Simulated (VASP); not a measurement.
# NaSrLiS2 with PBE: from relaxation to properties, part 5 of 7

Wanted: the relaxed cell of NaSrLiS2 and its properties. The cell is invented: it takes the structure of a Materials Project entry for NaLiCdS2 (space group 156 there), with some of its atoms replaced by other elements, volume scaled by an estimate. It may not be a known or stable phase. Left out of this account: at least 1 further run (vcrelax: its dispersion library returned no energy). The atoms of the start are displaced at random from the sites of a P3m1 cell.

VASP 6.6.1, plane waves and PAW; the level of theory is named at each step.

So far, gap on the k-mesh (eV): step 2 (rough relaxation of the start cell) 2.69; step 3 (relaxing cell and atoms (PBE)) 2.68; step 4 (single point with fields (PBE)) 2.68; step 6 (density of states (PBE)) 2.68; step 7 (a semilocal run for the hybrid's start) 2.67.

## (9) Dielectric tensor and Born charges (PBE)

This step: PBE; plane waves and PAW (Sr_sv, S, Na_pv, Li_sv); invented cell (VASP 6.6.1).

The response to a static field gives the electronic dielectric tensor and the Born charges. It needs tightly converged orbitals, hence the small EDIFF.

Input file INCAR:

```
SYSTEM = NaSrLiS2
PREC = Accurate
ENCUT = 650
EDIFF = 1E-08
NELM = 100
ISMEAR = 0
SIGMA = 0.01
LREAL = .FALSE.
ALGO = Normal
GGA = PE
NBANDS = 22
LORBIT = 11
LWAVE = .FALSE.
LCHARG = .FALSE.
KPAR = 2
LEPSILON = .TRUE.
```

Input file POSCAR:

```
NaSrLiS2
1.0
    4.3660983257      0.0000000000      0.0000000000
   -2.1830491678      3.7811520644      0.0000000000
    0.0000000000      0.0000000000      7.4936637596
Sr S Na Li
1 2 1 1
Direct
    0.6666666670      0.3333333330      0.3571367486
    0.3333333330      0.6666666670      0.1821602464
    0.6666666670      0.3333333330      0.7400622896
    0.0000000000      0.0000000000      0.9665531349
    0.3333333330      0.6666666670      0.7515155805
```

Input file KPOINTS:

```
Automatic mesh
0
Gamma
7 7 4
0 0 0
```

The projector-augmented-wave data sets are Sr_sv, S, Na_pv and Li_sv (PBE family, release 64).

Launch:

```bash
$ mpirun -np 2 vasp_std
```

The program printed:

```text
[... set-up lines as in an earlier step ...]
 entering main loop
       N       E                     dE             d eps       ncg     rms          rms(c)
DAV:   1     0.262612413004E+03    0.26261E+03   -0.15176E+04  1232   0.165E+03
DAV:   2     0.103736532416E+02   -0.25224E+03   -0.23712E+03  1286   0.373E+02
DAV:   3    -0.195816001317E+02   -0.29955E+02   -0.29534E+02  2056   0.108E+02
DAV:   4    -0.214308158230E+02   -0.18492E+01   -0.18372E+01  1932   0.237E+01
DAV:   5    -0.216040447885E+02   -0.17323E+00   -0.17318E+00  1944   0.529E+00    0.169E+01
DAV:   6    -0.202971715865E+02    0.13069E+01   -0.27162E+00  1574   0.689E+00    0.117E+01
DAV:   7    -0.202388752273E+02    0.58296E-01   -0.11390E+00  1792   0.468E+00    0.387E+00
DAV:   8    -0.202302928440E+02    0.85824E-02   -0.25473E-01  1614   0.224E+00    0.724E-01
DAV:   9    -0.202292497292E+02    0.10431E-02   -0.16148E-02  1568   0.631E-01    0.282E-01
DAV:  10    -0.202311270645E+02   -0.18773E-02   -0.21890E-03  1512   0.245E-01    0.119E-01
DAV:  11    -0.202318428467E+02   -0.71578E-03   -0.69242E-04  1640   0.146E-01    0.690E-02
DAV:  12    -0.202319995820E+02   -0.15674E-03   -0.23139E-04  1644   0.729E-02    0.262E-02
DAV:  13    -0.202320281986E+02   -0.28617E-04   -0.39907E-05  1606   0.300E-02    0.898E-03
DAV:  14    -0.202320324999E+02   -0.43012E-05   -0.56853E-06  1610   0.107E-02    0.484E-03
DAV:  15    -0.202320345672E+02   -0.20673E-05   -0.19192E-06  1484   0.651E-03    0.336E-03
DAV:  16    -0.202320346976E+02   -0.13042E-06   -0.27148E-07  1524   0.254E-03    0.110E-03
DAV:  17    -0.202320348591E+02   -0.16151E-06   -0.13166E-07  1430   0.170E-03    0.394E-04
DAV:  18    -0.202320348578E+02    0.13451E-08   -0.73258E-09  1140   0.508E-04
   1 F= -.20232035E+02 E0= -.20232035E+02  d E =-.763341E-23
 Linear response reoptimize wavefunctions to high precision
DAV:   1    -0.202320348482E+02    0.95720E-08   -0.37443E-09  1300   0.326E-04
DAV:   2    -0.202320348482E+02    0.40927E-11   -0.30717E-10  1066   0.118E-04
 Linear response G [H, r] |phi>, progress :
  Direction:   1
       N       E                     dE             d eps       ncg     rms
RMM:   1    -0.847952849936E+02   -0.84795E+02    0.94608E+02  1731   0.269E+02
RMM:   2    -0.103173643169E+03   -0.18378E+02   -0.10108E+02  2692   0.397E+01
RMM:   3    -0.104700167949E+03   -0.15265E+01   -0.11935E+01  3053   0.149E+01
RMM:   4    -0.104987682620E+03   -0.28751E+00   -0.35121E+00  3198   0.685E+00
RMM:   5    -0.105111284555E+03   -0.12360E+00   -0.16272E+00  3289   0.434E+00
RMM:   6    -0.105183446656E+03   -0.72162E-01   -0.85610E-01  3396   0.293E+00
RMM:   7    -0.105213693965E+03   -0.30247E-01   -0.47443E-01  3448   0.209E+00
RMM:   8    -0.105232837784E+03   -0.19144E-01   -0.24228E-01  3447   0.150E+00
RMM:   9    -0.105240425705E+03   -0.75879E-02   -0.13466E-01  3446   0.109E+00
RMM:  10    -0.105246121464E+03   -0.56958E-02   -0.34402E-02  3440   0.825E-01
RMM:  11    -0.105250875083E+03   -0.47536E-02   -0.47681E-02  3426   0.607E-01
RMM:  12    -0.105253189181E+03   -0.23141E-02   -0.15295E-03  3404   0.450E-01
RMM:  13    -0.105254748166E+03   -0.15590E-02   -0.28481E-02  3374   0.341E-01
RMM:  14    -0.105255640971E+03   -0.89280E-03   -0.99735E-03  3357   0.261E-01
RMM:  15    -0.105256330178E+03   -0.68921E-03   -0.16221E-02  3340   0.204E-01
RMM:  16    -0.105256756189E+03   -0.42601E-03   -0.38571E-03  3313   0.158E-01
RMM:  17    -0.105257026712E+03   -0.27052E-03   -0.47395E-03  3296   0.120E-01
RMM:  18    -0.105257175314E+03   -0.14860E-03   -0.23177E-03  3253   0.932E-02
RMM:  19    -0.105257290323E+03   -0.11501E-03   -0.23002E-03  3201   0.748E-02
RMM:  20    -0.105257361136E+03   -0.70813E-04   -0.31014E-04  3147   0.596E-02
RMM:  21    -0.105257415670E+03   -0.54533E-04   -0.82732E-04  3100   0.471E-02
RMM:  22    -0.105257446723E+03   -0.31053E-04    0.23518E-04  3086   0.380E-02
RMM:  23    -0.105257467892E+03   -0.21169E-04   -0.17739E-04  3064   0.308E-02
RMM:  24    -0.105257486252E+03   -0.18359E-04    0.44200E-04  3050   0.253E-02
RMM:  25    -0.105257495603E+03   -0.93515E-05    0.35358E-05  3050   0.211E-02
RMM:  26    -0.105257503525E+03   -0.79216E-05    0.28292E-04  3039   0.174E-02
RMM:  27    -0.105257508161E+03   -0.46364E-05    0.16846E-04  3048   0.145E-02
RMM:  28    -0.105257513164E+03   -0.50030E-05    0.19286E-04  3050   0.125E-02
RMM:  29    -0.105257514698E+03   -0.15343E-05    0.19513E-04  3039   0.110E-02
RMM:  30    -0.105257517072E+03   -0.23736E-05    0.24127E-04  3006   0.971E-03
RMM:  31    -0.105257516761E+03    0.31038E-06    0.39842E-05  2969   0.851E-03
RMM:  32    -0.105257518936E+03   -0.21746E-05    0.25857E-04  2940   0.758E-03
RMM:  33    -0.105257518288E+03    0.64795E-06    0.39599E-05  2939   0.691E-03
RMM:  34    -0.105257519396E+03   -0.11081E-05    0.13492E-04  2913   0.638E-03
RMM:  35    -0.105257519080E+03    0.31649E-06    0.41855E-05  2903   0.598E-03
RMM:  36    -0.105257519752E+03   -0.67252E-06    0.13047E-04  2888   0.567E-03
RMM:  37    -0.105257519151E+03    0.60091E-06    0.19624E-05  2882   0.543E-03
RMM:  38    -0.105257520414E+03   -0.12623E-05    0.52140E-05  2877   0.524E-03
RMM:  39    -0.105257519171E+03    0.12424E-05    0.52455E-05  2859   0.508E-03
RMM:  40    -0.105257520932E+03   -0.17608E-05   -0.37308E-05  2847   0.494E-03
 Linear response G [H, r] |phi>, progress :
  Direction:   2
       N       E                     dE             d eps       ncg     rms
RMM:   1    -0.874206441148E+02   -0.87421E+02    0.94334E+02  1758   0.266E+02
RMM:   2    -0.103702954620E+03   -0.16282E+02   -0.99788E+01  2693   0.398E+01
RMM:   3    -0.105124093269E+03   -0.14211E+01   -0.11449E+01  3110   0.147E+01
RMM:   4    -0.105398024284E+03   -0.27393E+00   -0.36481E+00  3218   0.690E+00
RMM:   5    -0.105519018257E+03   -0.12099E+00   -0.17202E+00  3340   0.436E+00
RMM:   6    -0.105597422083E+03   -0.78404E-01   -0.92720E-01  3433   0.299E+00
RMM:   7    -0.105632249292E+03   -0.34827E-01   -0.54804E-01  3479   0.216E+00
RMM:   8    -0.105652986586E+03   -0.20737E-01   -0.28244E-01  3512   0.157E+00
RMM:   9    -0.105661455776E+03   -0.84692E-02   -0.15496E-01  3495   0.115E+00
RMM:  10    -0.105668050988E+03   -0.65952E-02   -0.60656E-02  3495   0.874E-01
RMM:  11    -0.105674049464E+03   -0.59985E-02   -0.56995E-02  3480   0.641E-01
RMM:  12    -0.105677080395E+03   -0.30309E-02   -0.45327E-02  3459   0.475E-01
RMM:  13    -0.105679273689E+03   -0.21933E-02   -0.34010E-02  3442   0.357E-01
RMM:  14    -0.105680328663E+03   -0.10550E-02   -0.25969E-02  3429   0.270E-01
RMM:  15    -0.105681004642E+03   -0.67598E-03   -0.15854E-02  3375   0.207E-01
[...]
RMM:  12    -0.112853879327E+01    0.58088E-04   -0.18679E-03 12208   0.909E-02    0.309E-02
RMM:  13    -0.112866549512E+01   -0.12670E-03   -0.12824E-03 12258   0.706E-02    0.326E-02
RMM:  14    -0.112865663691E+01    0.88582E-05   -0.11562E-03 12037   0.559E-02    0.407E-02
RMM:  15    -0.112835208487E+01    0.30455E-03   -0.90330E-04 11307   0.479E-02    0.617E-02
RMM:  16    -0.112804800583E+01    0.30408E-03   -0.60522E-04 11069   0.400E-02    0.823E-02
RMM:  17    -0.112816598144E+01   -0.11798E-03   -0.60155E-04 11175   0.302E-02    0.780E-02
RMM:  18    -0.112823802432E+01   -0.72043E-04   -0.40759E-04 11811   0.245E-02    0.759E-02
RMM:  19    -0.112827300947E+01   -0.34985E-04   -0.38010E-04 11998   0.199E-02    0.752E-02
 change of polarisation eV/A/(eV/A) component  1 :     1.982    -0.000    -0.000
 dielectric tensor                  component  1 :     3.899    -0.000    -0.000
 Linear response to external field, progress :
  Direction:   2
       N       E                     dE             d eps       ncg     rms          rms(c)
RMM:   1    -0.996290372192E+00   -0.99629E+00   -0.31125E+00  5906   0.594E+00
RMM:   2    -0.112624869514E+01   -0.12996E+00   -0.16624E-01  6560   0.179E+00    0.265E+00
RMM:   3    -0.101601144805E+01    0.11024E+00   -0.27130E-01  5579   0.201E+00    0.138E+00
RMM:   4    -0.106553235906E+01   -0.49521E-01   -0.22045E-01  5864   0.176E+00    0.449E-01
RMM:   5    -0.111257841094E+01   -0.47046E-01   -0.39646E-02  6481   0.816E-01    0.713E-02
RMM:   6    -0.111905163955E+01   -0.64732E-02   -0.22722E-02  6646   0.451E-01    0.489E-02
RMM:   7    -0.112442026149E+01   -0.53686E-02   -0.99841E-03  7027   0.337E-01    0.483E-02
RMM:   8    -0.112670546393E+01   -0.22852E-02   -0.66358E-03  7021   0.249E-01    0.253E-02
RMM:   9    -0.112773465468E+01   -0.10292E-02   -0.46173E-03  7251   0.196E-01    0.160E-02
RMM:  10    -0.112837555324E+01   -0.64090E-03   -0.35611E-03  7497   0.149E-01    0.115E-02
RMM:  11    -0.112856874731E+01   -0.19319E-03   -0.19081E-03  7612   0.117E-01    0.160E-02
RMM:  12    -0.112864614607E+01   -0.77399E-04   -0.10718E-03  7437   0.905E-02    0.261E-02
RMM:  13    -0.112881583684E+01   -0.16969E-03   -0.50339E-04  7290   0.701E-02    0.247E-02
RMM:  14    -0.112891200987E+01   -0.96173E-04   -0.51940E-08  7455   0.542E-02    0.235E-02
RMM:  15    -0.112904783615E+01   -0.13583E-03   -0.68345E-05  7328   0.429E-02    0.208E-02
RMM:  16    -0.112926151052E+01   -0.21367E-03    0.13230E-04  6863   0.357E-02    0.100E-02
RMM:  17    -0.112946731914E+01   -0.20581E-03    0.14780E-04  6785   0.294E-02    0.710E-03
RMM:  18    -0.112937690359E+01    0.90416E-04    0.32911E-04  6797   0.232E-02    0.315E-03
RMM:  19    -0.112935985338E+01    0.17050E-04    0.36060E-04  7235   0.184E-02    0.318E-03
RMM:  20    -0.112935171278E+01    0.81406E-05    0.39694E-04  7262   0.147E-02    0.301E-03
RMM:  21    -0.112944879548E+01   -0.97083E-04    0.38943E-04  6461   0.133E-02    0.521E-03
RMM:  22    -0.112947982567E+01   -0.31030E-04    0.43997E-04  6892   0.106E-02    0.743E-03
RMM:  23    -0.112944574787E+01    0.34078E-04    0.40335E-04  6750   0.891E-03    0.401E-03
RMM:  24    -0.112941884209E+01    0.26906E-04    0.46615E-04  6900   0.730E-03    0.178E-03
RMM:  25    -0.112941340080E+01    0.54413E-05    0.39576E-04  7003   0.594E-03    0.119E-03
RMM:  26    -0.112940601653E+01    0.73843E-05    0.45862E-04  6905   0.494E-03    0.886E-04
RMM:  27    -0.112941258029E+01   -0.65638E-05    0.40160E-04  6713   0.423E-03    0.958E-04
RMM:  28    -0.112940615226E+01    0.64280E-05    0.43457E-04  6613   0.374E-03    0.116E-03
RMM:  29    -0.112939957474E+01    0.65775E-05    0.38886E-04  6620   0.323E-03    0.292E-04
RMM:  30    -0.112939618473E+01    0.33900E-05    0.41234E-04  6578   0.277E-03    0.131E-04
[...]
RMM:  34    -0.112939453295E+01    0.47993E-06    0.36053E-04  6023   0.175E-03    0.345E-04
RMM:  35    -0.112940109176E+01   -0.65588E-05    0.31775E-04  6220   0.164E-03    0.257E-05
RMM:  36    -0.112939842067E+01    0.26711E-05    0.33574E-04  5380   0.146E-03    0.472E-05
RMM:  37    -0.112940135951E+01   -0.29388E-05    0.29278E-04  5180   0.135E-03    0.435E-05
RMM:  38    -0.112939843914E+01    0.29204E-05    0.30718E-04  4978   0.126E-03    0.104E-04
RMM:  39    -0.112940009659E+01   -0.16575E-05    0.26817E-04  4910   0.119E-03    0.148E-04
RMM:  40    -0.112939797785E+01    0.21187E-05    0.28163E-04  4783   0.113E-03    0.167E-04
RMM:  41    -0.112939991746E+01   -0.19396E-05    0.24400E-04  4670   0.108E-03    0.183E-04
RMM:  42    -0.112939797725E+01    0.19402E-05    0.25574E-04  4602   0.104E-03    0.202E-04
RMM:  43    -0.112939966902E+01   -0.16918E-05    0.22100E-04  4508   0.100E-03    0.212E-04
RMM:  44    -0.112939782304E+01    0.18460E-05    0.22913E-04  4650   0.976E-04    0.220E-04
RMM:  45    -0.112939925081E+01   -0.14278E-05    0.19791E-04  4430   0.947E-04    0.226E-04
 change of polarisation eV/A/(eV/A) component  2 :    -0.156     1.980     0.000
 dielectric tensor                  component  2 :    -0.228     3.897     0.000
 Linear response to external field, progress :
  Direction:   3
       N       E                     dE             d eps       ncg     rms          rms(c)
RMM:   1    -0.108453946104E+01   -0.10845E+01   -0.37942E+00  2654   0.566E+00
RMM:   2    -0.120931300443E+01   -0.12477E+00   -0.15692E-01  3012   0.169E+00    0.300E+00
RMM:   3    -0.108631602662E+01    0.12300E+00   -0.28942E-01  2574   0.196E+00    0.153E+00
RMM:   4    -0.113444113912E+01   -0.48125E-01   -0.18655E-01  2703   0.162E+00    0.540E-01
RMM:   5    -0.118365765365E+01   -0.49217E-01   -0.25077E-02  2887   0.755E-01    0.118E-01
RMM:   6    -0.119791659036E+01   -0.14259E-01   -0.16761E-02  3039   0.419E-01    0.718E-02
RMM:   7    -0.120500731282E+01   -0.70907E-02   -0.84383E-03  3192   0.303E-01    0.495E-02
RMM:   8    -0.120660612799E+01   -0.15988E-02   -0.50925E-03  3333   0.208E-01    0.347E-02
RMM:   9    -0.120855371593E+01   -0.19476E-02   -0.34384E-03  3191   0.164E-01    0.120E-02
RMM:  10    -0.120854773737E+01    0.59786E-05   -0.44839E-03  3394   0.127E-01    0.170E-02
RMM:  11    -0.120877705471E+01   -0.22932E-03   -0.32494E-03  3446   0.947E-02    0.142E-02
RMM:  12    -0.120891478434E+01   -0.13773E-03   -0.31394E-03  3509   0.744E-02    0.200E-02
RMM:  13    -0.120884470024E+01    0.70084E-04   -0.20899E-03  3363   0.569E-02    0.295E-02
RMM:  14    -0.120892806317E+01   -0.83363E-04   -0.14451E-03  3096   0.474E-02    0.157E-02
RMM:  15    -0.120905479108E+01   -0.12673E-03   -0.13772E-03  3162   0.372E-02    0.540E-03
RMM:  16    -0.120898814733E+01    0.66644E-04   -0.60326E-04  3220   0.289E-02    0.745E-03
RMM:  17    -0.120902325618E+01   -0.35109E-04   -0.88644E-04  3218   0.231E-02    0.152E-02
RMM:  18    -0.120904007379E+01   -0.16818E-04   -0.33114E-04  3092   0.196E-02    0.677E-03
RMM:  19    -0.120905964756E+01   -0.19574E-04   -0.51919E-04  3212   0.153E-02    0.104E-02
RMM:  20    -0.120908515801E+01   -0.25510E-04   -0.14414E-04  3224   0.133E-02    0.689E-03
RMM:  21    -0.120911416359E+01   -0.29006E-04   -0.37936E-04  3329   0.106E-02    0.517E-03
RMM:  22    -0.120913688379E+01   -0.22720E-04   -0.57327E-05  3176   0.938E-03    0.182E-03
RMM:  23    -0.120914730581E+01   -0.10422E-04   -0.25986E-04  3366   0.755E-03    0.100E-03
RMM:  24    -0.120915014929E+01   -0.28435E-05   -0.32981E-05  3336   0.645E-03    0.156E-03
RMM:  25    -0.120915562231E+01   -0.54730E-05   -0.17228E-04  3157   0.535E-03    0.201E-03
RMM:  26    -0.120915511181E+01    0.51050E-06   -0.24326E-05  3092   0.416E-03    0.270E-03
RMM:  27    -0.120915632587E+01   -0.12141E-05   -0.80084E-05  2964   0.341E-03    0.285E-03
RMM:  28    -0.120915883983E+01   -0.25140E-05   -0.81138E-06  2958   0.285E-03    0.306E-03
RMM:  29    -0.120916058289E+01   -0.17431E-05   -0.50000E-05  2970   0.238E-03    0.304E-03
 change of polarisation eV/A/(eV/A) component  3 :     0.038    -0.089     2.118
 dielectric tensor                  component  3 :     0.055    -0.130     4.097
 Born effective charges drift removed
```

Elapsed: 16 min, on 2 MPI ranks of Intel Xeon 6975P-C (Granite Rapids), shared host; peak memory 1.9 GiB.

OUTCAR, selected parts (step 9):

```text
   k-points           NKPTS =     28   k-points in BZ     NKDIM =     28   number of bands    NBANDS=     22

   NELECT =      32.0000    total number of electrons

  Total        0.0082516      0.0082516      0.0023137     -0.0000000      0.0000000      0.0000000
  in kB        0.1068648      0.1068648      0.0299641     -0.0000000      0.0000000      0.0000000
  external PRESSURE =       0.0812312 kB  Pullay stress =       0.0000000 kB

 POSITION                                       TOTAL-FORCE (eV/Angst)
 -----------------------------------------------------------------------------------
      2.18305      1.26038      2.67626         0.000000     -0.000000     -0.002879
     -0.00000      2.52077      1.36505        -0.000000      0.000000      0.002135
      2.18305      1.26038      5.54578         0.000000     -0.000000     -0.008348
      0.00000      0.00000      7.24302        -0.000000      0.000000      0.003663
     -0.00000      2.52077      5.63161         0.000000      0.000000      0.005429
 -----------------------------------------------------------------------------------
    total drift:                               -0.000001      0.000001     -0.001062

 MACROSCOPIC STATIC DIELECTRIC TENSOR (including local field effects in DFT)
 ------------------------------------------------------
           3.897641    -0.000000    -0.000000
          -0.000000     3.897641    -0.000000
           0.000000    -0.000000     4.097420
 ------------------------------------------------------

 PIEZOELECTRIC TENSOR (including local field effects)  for field in x, y, z        (C/m^2)
          XX          YY          ZZ          XY          YZ          ZX
  --------------------------------------------------------------------------------
  x     0.00000    -0.00000     0.00000    -0.01773    -0.00000     0.10909
  y    -0.01773     0.01773     0.00000    -0.00000     0.10908    -0.00000
  z     0.12029     0.12029    -0.22778    -0.00000     0.00000     0.00000

 BORN EFFECTIVE CHARGES (including local field effects) (in |e|, cummulative output)
 ---------------------------------------------------------------------------------
 ion    1
    1     1.93211    -0.00000    -0.00000
    2    -0.00000     1.93211     0.00000
    3     0.00000     0.00000     2.09708
 ion    2
    1    -2.10964     0.00000     0.00000
    2     0.00000    -2.10964     0.00000
    3     0.00000     0.00000    -1.95005
 ion    3
    1    -2.00416     0.00000     0.00000
    2     0.00000    -2.00416     0.00000
    3     0.00000     0.00000    -2.16694
 ion    4
    1     1.15256    -0.00000    -0.00000
    2    -0.00000     1.15256     0.00000
    3    -0.00000     0.00000     1.15949
 ion    5
    1     1.02913    -0.00000     0.00000
    2    -0.00000     1.02913     0.00000
    3     0.00000     0.00000     0.86042

[... 6 parts as in an earlier step ...]

[... 4 further parts left out ...]
```

Energies printed during the response cycles are not total energies of the cell.

Numbers from this step:

| Quantity | Value |
| --- | --- |
| irreducible k-points | 28 |
| Fermi energy | 0.8224 eV |
| pressure | 0.008123 GPa |
| gap on the k-mesh | 2.673 eV |
| least direct gap on the k-mesh | 2.702 eV |

Electronic dielectric tensor with local fields:

```
3.90 0.00 0.00
0.00 3.90 0.00
0.00 0.00 4.10
```

Born effective charge (e), principal values of the symmetric part by kind of site:

| atom | atoms with these values | low | middle | high | mean |
| --- | --- | --- | --- | --- | --- |
| Sr1 | 1 | 1.93 | 1.93 | 2.10 | 1.99 |
| S2 | 1 | -2.11 | -2.11 | -1.95 | -2.06 |
| S3 | 1 | -2.17 | -2.00 | -2.00 | -2.06 |
| Na4 | 1 | 1.15 | 1.15 | 1.16 | 1.15 |
| Li5 | 1 | 0.86 | 1.03 | 1.03 | 0.97 |

In full for Sr1:

```
1.93 0.00 0.00
0.00 1.93 0.00
0.00 0.00 2.10
```

Piezoelectric tensor with clamped ions (C/m²), by row:

```
field        xx       yy       zz        xy      yz      zx
    x         0        0        0  -0.01773       0  0.1091
    y  -0.01773  0.01773        0         0  0.1091       0
    z    0.1203   0.1203  -0.2278         0       0       0
```

The Born charges sum to zero; the printed set may have that rule imposed, so this is no test. The mean Born charge of S, -2.06 e, lies near its nominal -2, though a dynamic charge doesn't by itself measure how ionic a bond is.

(Part 5 of 7 ends here.)

[Lines on the potential files, build, host, timing and source positions are cut from VASP's logs without a mark.]

[Logs are printed without paths, hosts, clocks, repeated set-up lines and the standing remarks that a program may print on its own settings, such as how far it seeks lower states.]

[Hosts, paths, dates, database ids (printed as entryN), source tags and the programs' standing remarks are cut or masked in the printed files.]

[A measured line is paired with the nearest computed mode of its activity, which favours agreement.]

[In band tables of VASP the shares of atoms and orbitals are scaled to a sum of 1 inside the atoms' spheres.]
